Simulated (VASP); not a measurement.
Here is the system:

```
NiSb
1.0
    1.95363    -3.40079     0.00000
    1.95363     3.40079     0.00000
    0.00000     0.00000     5.11943
Ni Sb
2 2
Cartesian
  0.00000   0.00000   2.55971
  0.00000   0.00000   0.00000
  1.95363   1.13798   1.27986
  1.95363  -1.13798   3.83957
```

The numbers are results of r2SCAN meta-GGA, VASP's PBE PAW potentials (set 64) (plane waves; VASP 6.6.1), not measurements. Run with 480 eV cut-off, 8×8×6 Γ-centred mesh, first-order Methfessel-Paxton smearing of 0.10 eV, potentials Ni Sb.

### Question
Give the stress tensor in GPa (positive for a compressed cell).

### Answer

```
1.28  0.00  0.00
0.00  0.91  0.00
0.00  0.00  0.45
```
The pressure is its mean diagonal, 0.88 GPa.

The compound is NiSb in the NiAs type structure. This cell was strained or had an atom moved on purpose. Symmetry was kept, so distortions that lower it aren't found. The run is not spin-polarised, so no magnetic state was tried.
